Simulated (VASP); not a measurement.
Computed with PBE GGA, VASP's PBE PAW potentials (set 64) (plane waves; VASP 6.6.1).

Input for VASP

File POSCAR:
```
B32N31O
1.0
  7.2488848260   0.0000000000   0.0000000000
  0.0000000000   7.2488848260   0.0000000000
  0.0000000000   0.0000000000   7.2488848260
B N O
32 31 1
Cartesian
  3.6244424130   0.0000000000   0.0000000000
  5.4079072934   1.8555840355   0.0223410630
  5.4118071934   7.2303421786   1.7809205218
  0.0000000000   0.0000000000   0.0000000000
  1.8122212065   1.8122212065   0.0000000000
  3.6146419207   3.6099011500   0.0314964046
  5.4366636195   5.4366636195   0.0000000000
  1.8122212065   0.0000000000   1.8122212065
  3.5751572451   1.8517711221   1.7976002058
  5.4313936802   3.6653913634   1.8264870118
  3.5968749040   7.2139741967   3.6197886289
  5.4393602047   1.7866471408   3.5771651862
  5.4366636195   0.0000000000   5.4366636195
  0.0000000000   3.6244424130   0.0000000000
  1.8122212065   5.4366636195   0.0000000000
  0.0000000000   1.8122212065   1.8122212065
  1.7647917531   3.6710672402   1.8571280480
  3.6549819648   5.4253263636   1.8334096968
  0.0000000000   0.0000000000   3.6244424130
  1.8089229639   1.7751069162   3.6286757617
  3.5828483119   3.6332208125   3.6472039114
  5.4533867968   5.4025503675   3.6509153404
  1.8122212065   0.0000000000   5.4366636195
  3.6380920631   1.7864514209   5.4644993372
  5.4835566554   3.6517272155   5.4202956376
  0.0000000000   5.4366636195   1.8122212065
  0.0000000000   3.6244424130   3.6244424130
  1.8122212065   5.4366636195   3.6244424130
  0.0000000000   1.8122212065   5.4366636195
  1.8122212065   3.6244424130   5.4366636195
  3.6244424130   5.4366636195   5.4366636195
  0.0000000000   5.4366636195   5.4366636195
  4.5136703635   0.8619938902   0.8947081074
  6.2973454615   2.7505458539   0.9153239359
  6.3277690312   0.8817688480   2.6693148506
  0.9061106033   0.9061106033   0.9061106033
  2.7392303447   2.7637895665   0.9163315309
  4.5102633876   4.5350255782   0.9525397106
  6.3427742228   6.3427742228   0.9061106033
  2.6987815674   0.8699024235   2.7659642319
  6.3166854863   4.5482330463   2.7112351515
  4.5628250515   0.9199414755   4.5803963483
  6.3618895320   2.6979189501   4.5576203522
  6.3427742228   0.9061106033   6.3427742228
  0.9061106033   4.5305530162   0.9061106033
  2.7183318097   6.3427742228   0.9061106033
  0.9061106033   2.7183318097   2.7183318097
  2.7561057486   4.5507629071   2.6857118280
  4.5305530162   6.3427742228   2.7183318097
  0.9061106033   0.9061106033   4.5305530162
  2.6863787254   2.7093359437   4.5458626610
  4.4852329883   4.5263196675   4.4918657179
  6.3427742228   6.3427742228   4.5305530162
  2.7183318097   0.9061106033   6.3427742228
  4.5305530162   2.7183318097   6.3427742228
  6.3427742228   4.5305530162   6.3427742228
  0.9061106033   6.3427742228   2.7183318097
  0.9061106033   4.5305530162   4.5305530162
  2.7183318097   6.3427742228   4.5305530162
  0.9061106033   2.7183318097   6.3427742228
  2.7183318097   4.5305530162   6.3427742228
  4.5305530162   6.3427742228   6.3427742228
  0.9061106033   6.3427742228   6.3427742228
  4.5733649300   2.7083573442   2.7151712960
```

File KPOINTS:
```
Automatic
0
Gamma
  1 1 1
```

INCAR:
```
SYSTEM  =  B32N31O
PREC  =  Normal; ENCUT  =  400; LREAL  =  Auto
LASPH  =  .TRUE.; ISYM  =  0; NELECT  =  256.0
EDIFF  =  1E-5; NELM  =  100; NELMIN  =  4
ALGO  =  Fast
ISMEAR  =  0; SIGMA  =  0.05
GGA  =  PE
IBRION  =  2; NSW  =  60; ISIF  =  2
EDIFFG  =  -0.03
LWAVE  =  .TRUE.; LCHARG  =  .FALSE.
```

POTCAR, in this order: B N O (PBE.64 set). Program: vasp_gam.

Output

**OSZICAR**
```
...
DAV:   1    -0.559404011400E+03    0.14813E+01   -0.70399E+02   348   0.751E+01    0.926E+00
RMM:   2    -0.560163754114E+03   -0.75974E+00   -0.18388E+01   322   0.118E+01    0.330E+00
RMM:   3    -0.560091746283E+03    0.72008E-01   -0.23870E+00   322   0.414E+00    0.278E+00
RMM:   4    -0.560073732328E+03    0.18014E-01   -0.50446E-01   325   0.165E+00    0.130E+00
RMM:   5    -0.560075055919E+03   -0.13236E-02   -0.78866E-02   324   0.718E-01    0.324E-01
RMM:   6    -0.560076760978E+03   -0.17051E-02   -0.19278E-02   327   0.307E-01    0.967E-02
RMM:   7    -0.560076899109E+03   -0.13813E-03   -0.31843E-03   322   0.134E-01    0.675E-02
RMM:   8    -0.560076984693E+03   -0.85584E-04   -0.97340E-04   341   0.572E-02    0.216E-02
RMM:   9    -0.560076990505E+03   -0.58122E-05   -0.12290E-04   313   0.245E-02    0.120E-02
RMM:  10    -0.560076990715E+03   -0.21014E-06   -0.30964E-05   218   0.117E-02
   2 F= -.56007699E+03 E0= -.56007699E+03  d E =0.808291E+00
       N       E                     dE             d eps       ncg     rms          rms(c)
DAV:   1    -0.562076826485E+03   -0.19998E+01   -0.22414E+02   322   0.424E+01    0.400E+00
RMM:   2    -0.562220344606E+03   -0.14352E+00   -0.50537E+00   322   0.608E+00    0.181E+00
RMM:   3    -0.562194874073E+03    0.25471E-01   -0.72690E-01   322   0.219E+00    0.130E+00
RMM:   4    -0.562190865455E+03    0.40086E-02   -0.13828E-01   325   0.871E-01    0.562E-01
RMM:   5    -0.562191125672E+03   -0.26022E-03   -0.18951E-02   322   0.362E-01    0.125E-01
RMM:   6    -0.562191551520E+03   -0.42585E-03   -0.45889E-03   326   0.149E-01    0.512E-02
RMM:   7    -0.562191570384E+03   -0.18863E-04   -0.70614E-04   322   0.629E-02    0.302E-02
RMM:   8    -0.562191591625E+03   -0.21241E-04   -0.23202E-04   312   0.273E-02    0.123E-02
RMM:   9    -0.562191593415E+03   -0.17898E-05   -0.32892E-05   222   0.119E-02
   3 F= -.56219159E+03 E0= -.56219159E+03  d E =-.130631E+01
       N       E                     dE             d eps       ncg     rms          rms(c)
DAV:   1    -0.562198366591E+03   -0.67750E-02   -0.53610E+01   348   0.209E+01    0.179E+00
RMM:   2    -0.562254684675E+03   -0.56318E-01   -0.11164E+00   322   0.291E+00    0.861E-01
RMM:   3    -0.562249791078E+03    0.48936E-02   -0.15449E-01   322   0.103E+00    0.509E-01
RMM:   4    -0.562249825761E+03   -0.34683E-04   -0.33165E-02   325   0.405E-01    0.217E-01
RMM:   5    -0.562250046539E+03   -0.22078E-03   -0.37381E-03   322   0.162E-01    0.732E-02
RMM:   6    -0.562250147071E+03   -0.10053E-03   -0.10799E-03   329   0.697E-02    0.209E-02
RMM:   7    -0.562250159208E+03   -0.12137E-04   -0.18924E-04   311   0.279E-02    0.108E-02
RMM:   8    -0.562250160700E+03   -0.14928E-05   -0.33499E-05   224   0.115E-02
   4 F= -.56225016E+03 E0= -.56225016E+03  d E =-.585673E-01
       N       E                     dE             d eps       ncg     rms          rms(c)
DAV:   1    -0.562330766087E+03   -0.80607E-01   -0.10246E+01   356   0.915E+00    0.729E-01
RMM:   2    -0.562341199827E+03   -0.10434E-01   -0.20985E-01   322   0.126E+00    0.377E-01
RMM:   3    -0.562340139179E+03    0.10606E-02   -0.28973E-02   322   0.445E-01    0.207E-01
RMM:   4    -0.562340179220E+03   -0.40041E-04   -0.63051E-03   325   0.176E-01    0.860E-02
RMM:   5    -0.562340212107E+03   -0.32887E-04   -0.64354E-04   322   0.683E-02    0.309E-02
RMM:   6    -0.562340228092E+03   -0.15984E-04   -0.18253E-04   314   0.291E-02    0.891E-03
RMM:   7    -0.562340230884E+03   -0.27928E-05   -0.37401E-05   232   0.120E-02
   5 F= -.56234023E+03 E0= -.56234023E+03  d E =-.148637E+00
       N       E                     dE             d eps       ncg     rms          rms(c)
DAV:   1    -0.562361420368E+03   -0.21192E-01   -0.90807E+00   348   0.866E+00    0.593E-01
RMM:   2    -0.562370617190E+03   -0.91968E-02   -0.15066E-01   322   0.108E+00    0.309E-01
RMM:   3    -0.562370717785E+03   -0.10060E-03   -0.21318E-02   325   0.379E-01    0.178E-01
RMM:   4    -0.562370694964E+03    0.22821E-04   -0.40113E-03   323   0.146E-01    0.629E-02
RMM:   5    -0.562370756403E+03   -0.61439E-04   -0.73823E-04   335   0.600E-02    0.255E-02
RMM:   6    -0.562370763573E+03   -0.71699E-05   -0.13037E-04   303   0.238E-02    0.630E-03
RMM:   7    -0.562370765419E+03   -0.18461E-05   -0.23550E-05   213   0.964E-03
   6 F= -.56237077E+03 E0= -.56237077E+03  d E =-.305345E-01
       N       E                     dE             d eps       ncg     rms          rms(c)
DAV:   1    -0.562372482562E+03   -0.17190E-02   -0.37792E-01   380   0.177E+00    0.120E-01
RMM:   2    -0.562372868043E+03   -0.38548E-03   -0.62869E-03   322   0.219E-01    0.634E-02
RMM:   3    -0.562372871379E+03   -0.33357E-05   -0.88090E-04   325   0.770E-02    0.365E-02
RMM:   4    -0.562372869743E+03    0.16357E-05   -0.16860E-04   323   0.299E-02    0.126E-02
RMM:   5    -0.562372872181E+03   -0.24375E-05   -0.29973E-05   224   0.122E-02
   7 F= -.56237287E+03 E0= -.56237287E+03  d E =-.326413E-01
       N       E                     dE             d eps       ncg     rms          rms(c)
DAV:   1    -0.562378299399E+03   -0.54297E-02   -0.21315E+00   348   0.418E+00    0.290E-01
RMM:   2    -0.562380149959E+03   -0.18506E-02   -0.33577E-02   322   0.510E-01    0.151E-01
RMM:   3    -0.562380201446E+03   -0.51487E-04   -0.53467E-03   325   0.185E-01    0.858E-02
RMM:   4    -0.562380219249E+03   -0.17803E-04   -0.98558E-04   330   0.703E-02    0.330E-02
RMM:   5    -0.562380228908E+03   -0.96591E-05   -0.14169E-04   311   0.277E-02    0.955E-03
RMM:   6    -0.562380231243E+03   -0.23346E-05   -0.28845E-05   220   0.107E-02
   8 F= -.56238023E+03 E0= -.56238023E+03  d E =-.735906E-02
       N       E                     dE             d eps       ncg     rms          rms(c)
DAV:   1    -0.562380544217E+03   -0.31531E-03   -0.70875E-02   356   0.763E-01    0.525E-02
RMM:   2    -0.562380604281E+03   -0.60064E-04   -0.11125E-03   322   0.926E-02    0.276E-02
RMM:   3    -0.562380605485E+03   -0.12041E-05   -0.17636E-04   325   0.335E-02    0.157E-02
RMM:   4    -0.562380605732E+03   -0.24702E-06   -0.31522E-05   223   0.129E-02
   9 F= -.56238061E+03 E0= -.56238061E+03  d E =-.773355E-02
       N       E                     dE             d eps       ncg     rms          rms(c)
DAV:   1    -0.562382537989E+03   -0.19325E-02   -0.48264E-01   348   0.200E+00    0.131E-01
RMM:   2    -0.562383025070E+03   -0.48708E-03   -0.72717E-03   322   0.237E-01    0.701E-02
RMM:   3    -0.562383052603E+03   -0.27533E-04   -0.11201E-03   325   0.844E-02    0.385E-02
RMM:   4    -0.562383058465E+03   -0.58619E-05   -0.21789E-04   330   0.327E-02    0.133E-02
RMM:   5    -0.562383060997E+03   -0.25316E-05   -0.31342E-05   220   0.125E-02
  10 F= -.56238306E+03 E0= -.56238306E+03  d E =-.245526E-02
       N       E                     dE             d eps       ncg     rms          rms(c)
DAV:   1    -0.562383064016E+03   -0.55506E-05   -0.33908E-04   364   0.523E-02    0.417E-03
RMM:   2    -0.562383064608E+03   -0.59248E-06   -0.75273E-06   189   0.762E-03    0.219E-03
RMM:   3    -0.562383064664E+03   -0.55636E-07   -0.88661E-07   135   0.266E-03    0.125E-03
RMM:   4    -0.562383064669E+03   -0.49386E-08   -0.19793E-07    84   0.165E-03
  11 F= -.56238306E+03 E0= -.56238306E+03  d E =-.245894E-02
       N       E                     dE             d eps       ncg     rms          rms(c)
DAV:   1    -0.562383354916E+03   -0.29025E-03   -0.10124E-01   340   0.913E-01    0.647E-02
RMM:   2    -0.562383458465E+03   -0.10355E-03   -0.17616E-03   322   0.116E-01    0.339E-02
RMM:   3    -0.562383458939E+03   -0.47403E-06   -0.25798E-04   325   0.411E-02    0.189E-02
RMM:   4    -0.562383459185E+03   -0.24536E-06   -0.49792E-05   251   0.161E-02
  12 F= -.56238346E+03 E0= -.56238346E+03  d E =-.394516E-03
```

File OUTCAR:
```
------------------------ aborting loop because EDIFF is reached ----------------------------------------
  FORCE on cell =-STRESS in cart. coord.  units (eV):
  Direction    XX          YY          ZZ          XY          YZ          ZX
  --------------------------------------------------------------------------------------
  Total      -22.9219839    -22.9192266    -22.9199042      0.0011880     -0.0056475      0.0252195
  in kB      -96.4160169    -96.4044193    -96.4072692      0.0049973     -0.0237550      0.1060800
  external PRESSURE =     -96.4092352 kB  Pullay stress =       0.0000000 kB
  volume of cell :      380.90
      direct lattice vectors                 reciprocal lattice vectors
     7.248884826  0.000000000  0.000000000     0.137952254  0.000000000  0.000000000
     0.000000000  7.248884826  0.000000000     0.000000000  0.137952254  0.000000000
     0.000000000  0.000000000  7.248884826     0.000000000  0.000000000  0.137952254
  FREE ENERGIE OF THE ION-ELECTRON SYSTEM (eV)
  ---------------------------------------------------
  free  energy   TOTEN  =      -562.3834591848 eV

  energy  without entropy=     -562.3834591848  energy(sigma->0) =     -562.38345918

 reached required accuracy - stopping structural energy minimisation
```
(Selected blocks of OUTCAR.)

### CONTCAR
```
B32N31O
   1.00000000000000
     7.2488848260000003    0.0000000000000000    0.0000000000000000
     0.0000000000000000    7.2488848260000003    0.0000000000000000
     0.0000000000000000    0.0000000000000000    7.2488848260000003
  B               N               O
    32    31     1
Direct
     0.4988510280460843    0.9993447206796106    0.9996557870624964
     0.7493525651340691    0.2502027427764136    0.9997468107157256
     0.7493631697570945    0.9994114780908456    0.2505700877162027
     0.9996980169738818    0.9999840904626826    0.0002295565857816
     0.2488536568699944    0.2492782510889614    0.9995938642372216
     0.4998219056570393    0.4997299104673341    0.9997995784266153
     0.7503068803946870    0.7507383944678765    0.9996207640278606
     0.2488398215149613    0.9993055586326828    0.2496745816769483
     0.4930747459541093    0.2435536188348347    0.2439426686785835
     0.7560489534778583    0.5064966159706540    0.2438331089725569
     0.4998050460214505    0.9993570606076381    0.5001350885005216
     0.7560333907484638    0.2434882525887166    0.5068513748701666
     0.7503304680048016    0.9992436307323140    0.7510284462014947
     0.0002652946400333    0.5006564881210014    0.9996315507629789
     0.2494678169388037    0.7501206037676538    0.0003253942963376
     0.0001593437118503    0.2502640324471158    0.2505946804547985
     0.2489519774839848    0.4997289925144646    0.2505706801145260
     0.4998190186450250    0.7505797646834462    0.2505645678226486
     0.0003211567442475    0.9992820983450104    0.5010455138766781
     0.2489764705188016    0.2501924268328995    0.5001742910393288
     0.4930760191223793    0.5063464399407834    0.5068161533515009
     0.7493541430781784    0.7505299014846842    0.5000825740853031
     0.2494664512084966    0.9999109229551115    0.7504157260346722
     0.4998029503056563    0.2501617480308819    0.7509398953253711
     0.7493617203530708    0.4997284082506794    0.7509376308199023
     0.0002812725408352    0.7506913159784016    0.2496368484768743
     0.0001984513048659    0.4997206304957713    0.5001342885668292
     0.2488853209425667    0.7506467154587489    0.5010576972675286
     0.0003213999055627    0.2492578511435490    0.7510450352478606
     0.2488813088007032    0.5006849107661593    0.7511465760282892
     0.4988732526754555    0.7506656586722114    0.7511116007677634
     0.9996913428642943    0.7500560592220599    0.7504161014882983
     0.6242792193950583    0.1257991676351477    0.1261459068590477
     0.8737862964783881    0.3752907674476447    0.1261321585452811
     0.8737991529659025    0.1257515695867749    0.3756078611296774
     0.1243353450496884    0.1251477247999786    0.1254611084258670
     0.3753312927587376    0.3747148826899868    0.1261373627750771
     0.6248618570205607    0.6242503765491660    0.1261170316539068
     0.8744340053065797    0.8752870891239323    0.1254400690192190
     0.3753284793192528    0.1257280125232086    0.3751180668931545
     0.8738067577791699    0.6242036957848377    0.3750771566317496
     0.6248328531722952    0.1256918209913461    0.6246011664427115
     0.8737918025870877    0.3746831582640724    0.6246037266396089
     0.8744210350833682    0.1251066838712739    0.8755683100792886
     0.1248053991402468    0.6248592772209910    0.1254810118898401
     0.3747360483284710    0.8747662694164714    0.1255175861949035
     0.1245878689166039    0.3749907812315939    0.3753719346796734
     0.3753808755834659    0.6241804792084401    0.3755921570256159
     0.6245831097586694    0.8749260785010927    0.3753189187969340
     0.1248644483784738    0.1250755629549589    0.6252261753485550
     0.3753584874690059    0.3752343838063326    0.6246505454202681
     0.6242805440746787    0.6241700966145896    0.6245871908285445
     0.8744640778194320    0.8746777587473368    0.6251923727612204
     0.3747357364189728    0.1250929132975591    0.8750923647345347
     0.6246021389106823    0.3749581443738585    0.8753546871504897
     0.8744376320322185    0.6248610646118563    0.8750862288889572
     0.1245873895715381    0.8749688585198282    0.3753711848017441
     0.1243707939413930    0.6248219495159300    0.6252640980062556
     0.3747292017237323    0.8752050215104695    0.6252307609095081
     0.1245717167653376    0.3749836982154048    0.8753175748244217
     0.3747455960360792    0.6248690850295474    0.8756781072178671
     0.6246152408706446    0.8750103573443190    0.8753517490425071
     0.1246141939089657    0.8750274360539565    0.8753342843737653
     0.6244860430959911    0.3749585400468817    0.3754066185101499
```

At this cut-off the stress carries a Pulay error, which pulls relaxed volumes low. The cell is charged, with a uniform compensating background. The supercell is sampled at Γ alone, which is coarse: total energies, pressure and levels can be off, energies of defects by several tenths of an eV.

The cell is a supercell with a defect, built from BN (zinc blende): O_N, charge +1. The run is not spin-polarised, so no state with unpaired spins was tried.
